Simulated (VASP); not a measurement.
All values below come from PBEsol GGA, VASP's PBE PAW potentials (set 64) (plane waves; VASP).

The input files of a VASP run:

### POSCAR
```
TiO2
1
    4.5942928156     0.0000000000     0.0000000000
   -0.0000000000     4.5942928156     0.0000000000
    0.0000000000     0.0000000000     2.9430524456
Ti O
2 4
Direct
  1.0000000000   0.0000000000   1.0000000000
  0.5000000000   0.5000000000   0.5000000000
  0.3042621535   0.3042621535   1.0000000000
  0.8042621535   0.1957378465   0.5000000000
  0.1957378465   0.8042621535   0.5000000000
  0.6957378465   0.6957378465   0.0000000000
```

### KPOINTS
```
Automatic
0
Gamma
  5 5 7
```

INCAR:
```
SYSTEM = TiO2
PREC = Accurate
ENCUT = 530
EDIFF = 1E-6
NELM = 100
ALGO = Normal
LREAL = .FALSE.
LASPH = .TRUE.
ISMEAR = 0
SIGMA = 0.05
GGA = PS
LMAXMIX = 4
LWAVE = .FALSE.
LCHARG = .FALSE.
IBRION = 2
ISIF = 3
NSW = 60
EDIFFG = -0.02
```

POTCAR, in this order: Ti_sv O (PBE.64 set). Program: vasp_std.

Output

**OSZICAR**
```
       N       E                     dE             d eps       ncg     rms          rms(c)
DAV:   1     0.680144907091E+03    0.68014E+03   -0.25362E+04  1344   0.206E+03
DAV:   2     0.511116602991E+02   -0.62903E+03   -0.60652E+03  1424   0.589E+02
DAV:   3    -0.671329537633E+02   -0.11824E+03   -0.11484E+03  2124   0.218E+02
DAV:   4    -0.723938466201E+02   -0.52609E+01   -0.52560E+01  1796   0.492E+01
DAV:   5    -0.726018304092E+02   -0.20798E+00   -0.20794E+00  1920   0.838E+00    0.325E+01
DAV:   6    -0.566119528304E+02    0.15990E+02   -0.11076E+02  1608   0.103E+02    0.120E+01
DAV:   7    -0.562431119346E+02    0.36884E+00   -0.15889E+01  1712   0.317E+01    0.807E+00
DAV:   8    -0.563251151094E+02   -0.82003E-01   -0.45848E+00  1656   0.200E+01    0.458E+00
DAV:   9    -0.560978255975E+02    0.22729E+00   -0.23462E+00  1696   0.137E+01    0.139E+00
DAV:  10    -0.560987435487E+02   -0.91795E-03   -0.15700E-01  1696   0.305E+00    0.205E-01
DAV:  11    -0.560990279514E+02   -0.28440E-03   -0.92914E-03  1684   0.663E-01    0.914E-02
DAV:  12    -0.560990647074E+02   -0.36756E-04   -0.75452E-04  1812   0.196E-01    0.566E-02
DAV:  13    -0.560990335501E+02    0.31157E-04   -0.16512E-04  1844   0.853E-02    0.848E-03
DAV:  14    -0.560990342810E+02   -0.73089E-06   -0.10688E-05  1508   0.256E-02    0.492E-03
DAV:  15    -0.560990342704E+02    0.10617E-07   -0.28449E-06  1280   0.139E-02
   1 F= -.56099034E+02 E0= -.56099034E+02  d E =-.560990E+02
```

OUTCAR:
```
------------------------ aborting loop because EDIFF is reached ----------------------------------------
  FORCE on cell =-STRESS in cart. coord.  units (eV):
  Direction    XX          YY          ZZ          XY          YZ          ZX
  --------------------------------------------------------------------------------------
  Total       -0.0198019     -0.0198019     -0.0510075      0.0000000      0.0000000      0.0000000
  in kB       -0.5107179     -0.5107179     -1.3155561      0.0000000      0.0000000      0.0000000
  external PRESSURE =      -0.7789973 kB  Pullay stress =       0.0000000 kB
  volume of cell :       62.12
      direct lattice vectors                 reciprocal lattice vectors
     4.594292816  0.000000000  0.000000000     0.217661355  0.000000000  0.000000000
     0.000000000  4.594292816  0.000000000     0.000000000  0.217661355  0.000000000
     0.000000000  0.000000000  2.943052446     0.000000000  0.000000000  0.339783276
 POSITION                                       TOTAL-FORCE (eV/Angst)
 -----------------------------------------------------------------------------------
      0.00000      0.00000      0.00000        -0.000000     -0.000000     -0.000000
      2.29715      2.29715      1.47153        -0.000000     -0.000000     -0.000000
      1.39787      1.39787      0.00000         0.009344      0.009344     -0.000000
      3.69502      0.89928      1.47153         0.009344     -0.009344      0.000000
      0.89928      3.69502      1.47153        -0.009344      0.009344     -0.000000
      3.19642      3.19642      0.00000        -0.009344     -0.009344      0.000000
 -----------------------------------------------------------------------------------
    total drift:                                0.000000      0.000000      0.000000
  FREE ENERGIE OF THE ION-ELECTRON SYSTEM (eV)
  ---------------------------------------------------
  free  energy   TOTEN  =       -56.0990342704 eV

  energy  without entropy=      -56.0990342704  energy(sigma->0) =      -56.09903427

 reached required accuracy - stopping structural energy minimisation
```
(Selected blocks of OUTCAR.)

The compound is TiO2 in the rutile structure. It was relaxed first. The start is the result of an earlier pass.
